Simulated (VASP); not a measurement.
## LiBe16 (a cell with a defect): single point with PBE

LiBe16 (a cell with a defect):

```
Be Li
1.0
    -2.29000   -3.96640    0.00000
     3.43500   -1.98320    0.00000
     0.00000    0.00000    7.17686
Be Li
16 1
Direct
  0.78376 0.33616 0.98788
  0.57190 0.71664 0.00716
  0.81035 0.37723 0.48194
  0.52776 0.27400 0.75941
  0.33783 0.07742 0.05178
  0.33785 0.77947 0.32460
  0.56113 0.84451 0.51691
  0.32856 0.76670 0.79868
  0.20634 0.53468 0.04438
  0.06703 0.24835 0.26023
  0.25178 0.51711 0.51992
  0.02533 0.25162 0.74616
  0.91125 0.90637 0.93029
  0.53599 0.30393 0.24893
  0.07119 0.98807 0.51758
  0.83374 0.69557 0.69751
  0.84128 0.69552 0.23351
```

The cell was built by a generator and needn't be a form met in nature.

| Item | Value |
| --- | --- |
| Program | VASP 6.6.1 |
| Task | single point |
| Functional | PBE |
| Potentials or basis | VASP PAW PBE potentials, release 64 (Be, Li_sv) |
| Cutoff | 520 eV |
| k mesh | 2 × 3 × 2 |
| Occupations | fermi-dirac, width 0.1 eV |
| Spin | no spin polarisation |
| Dipole correction | no |
| Further INCAR settings | LREAL = Auto; ALGO = Normal; EDIFF = 1e-06; NBANDS = 32 |

```json
{"Largest force": "5.756 eV/Å", "Band gap on the k mesh": "none (metal or under the smearing width)"}
```

Forces in eV/Å, atoms in the order of the input:
```
Be  -0.333 -0.943  0.734
Be  -0.155 -0.015  0.875
Be   0.587  0.841  0.544
Be  -0.638 -0.239 -0.622
Be  -0.405  1.619 -1.161
Be   1.852  0.683 -5.407
Be   1.050 -2.226  1.387
Be   1.299  0.911 -2.140
Be   1.211  0.314  0.117
Be  -0.768  0.290  0.269
Be  -1.970  1.852  1.654
Be  -0.349 -0.364  0.409
Be  -1.489 -1.426  0.952
Be  -0.551  0.008  1.236
Be  -1.177 -0.188 -0.724
Be   0.002  0.317  1.077
Li   1.834 -1.436  0.801
```

Levels at points of the mesh, in eV from the Fermi level:
```csv
k point,band 16,band 17,band 18,band 19,band 20,band 21
"(0.00, 0.00, 0.00)",-1.99,-0.80,-0.19,0.96,1.16,1.53
"(0.50, 0.00, 0.00)",-1.43,-0.84,-0.28,0.45,0.58,0.73
"(0.00, 0.00, 0.50)",-1.71,-0.92,-0.54,0.88,0.98,1.33
"(0.50, 0.00, 0.50)",-1.56,-0.41,0.03,0.64,1.11,1.49
```

It took 48 s on 1 thread of Intel(R) Xeon(R) Platinum 8259CL CPU @ 2.50GHz (Skylake/Cascade Lake) (shared host), peak memory 0.23 GiB.

Caveat: the k mesh is coarse (spacing up to 0.69 Å⁻¹), so the values aren't converged.
